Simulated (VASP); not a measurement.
Output of a VASP run:

### OSZICAR
```
       N       E                     dE             d eps       ncg     rms          rms(c)
DAV:   1    -0.122785565709E+01   -0.12279E+01   -0.92879E+02  1188   0.301E+02
DAV:   2    -0.304754856050E+01   -0.18197E+01   -0.17479E+01  1548   0.216E+01
DAV:   3    -0.305879858829E+01   -0.11250E-01   -0.11212E-01  1542   0.233E+00
DAV:   4    -0.305883047408E+01   -0.31886E-04   -0.31885E-04  1614   0.111E-01
DAV:   5    -0.305883064000E+01   -0.16591E-06   -0.16580E-06  1572   0.613E-03    0.935E-01
DAV:   6    -0.305284486110E+01    0.59858E-02   -0.61643E-04  1452   0.249E-01    0.599E-01
DAV:   7    -0.304551158530E+01    0.73333E-02   -0.25281E-03  1326   0.443E-01    0.335E-02
DAV:   8    -0.304552467003E+01   -0.13085E-04   -0.15969E-05  1836   0.313E-02    0.705E-03
DAV:   9    -0.304552324832E+01    0.14217E-05   -0.11633E-06  1290   0.749E-03    0.608E-04
DAV:  10    -0.304552302016E+01    0.22816E-06   -0.10545E-08  1008   0.795E-04
   1 F= -.30455230E+01 E0= -.30307475E+01  d E =-.295510E-01
```

**OUTCAR**
```
------------------------ aborting loop because EDIFF is reached ----------------------------------------
  FORCE on cell =-STRESS in cart. coord.  units (eV):
  Direction    XX          YY          ZZ          XY          YZ          ZX
  --------------------------------------------------------------------------------------
  Total       -0.3995156     -0.3231226      0.3897429      0.0114349      0.0000453     -0.0000106
  in kB      -13.7678421    -11.1352367     13.4310611      0.3940623      0.0015625     -0.0003637
  external PRESSURE =      -3.8240059 kB  Pullay stress =       0.0000000 kB
  volume of cell :       46.49
      direct lattice vectors                 reciprocal lattice vectors
     1.605000000 -2.779942000  0.000000000     0.311526480 -0.179859868  0.000000000
     1.605000000  2.779942000  0.000000000     0.311526480  0.179859868  0.000000000
     0.000000000  0.000000000  5.210000000     0.000000000  0.000000000  0.191938580
 POSITION                                       TOTAL-FORCE (eV/Angst)
 -----------------------------------------------------------------------------------
      1.61405      0.89499      1.30241        -0.010087      0.043277      0.000582
      1.59595     -0.89499      3.90759         0.010087     -0.043277     -0.000582
 -----------------------------------------------------------------------------------
    total drift:                                0.000000     -0.000000     -0.000000
  FREE ENERGIE OF THE ION-ELECTRON SYSTEM (eV)
  ---------------------------------------------------
  free  energy   TOTEN  =        -3.0455230202 eV

  energy  without entropy=       -3.0159720541  energy(sigma->0) =       -3.03074754
```
(Selected blocks of OUTCAR.)

File POSCAR:
```
Mg
1
    1.6050000000    -2.7799420000     0.0000000000
    1.6050000000     2.7799420000     0.0000000000
    0.0000000000     0.0000000000     5.2100000000
Mg
2
Direct
  0.3418470000   0.6637930000   0.2499820000
  0.6581530000   0.3362070000   0.7500180000
```

### Question
Reconstruct the remaining input files.

### Answer
Several could match; the one computed here: the input of the run itself, PBE GGA, plane waves, VASP's PBE PAW potentials (set 64).

**KPOINTS**
```
Automatic mesh
0
Gamma
7 7 4
0 0 0
```

INCAR:
```
SYSTEM = Mg
PREC = Accurate
ENCUT = 300
EDIFF = 1E-6
NELM = 100
ALGO = Normal
LREAL = .FALSE.
LASPH = .TRUE.
ISMEAR = 0
SIGMA = 0.272
GGA = PE
LWAVE = .FALSE.
LCHARG = .FALSE.
ISIF = 2
```

POTCAR, in this order: Mg (PBE.64 set). Program: vasp_std.

The structure is a typed Mg crystal. The cell was not relaxed at this level. The k-mesh is coarse (spacing up to 0.32 per Å, 2π included), so the numbers may not be converged in it.
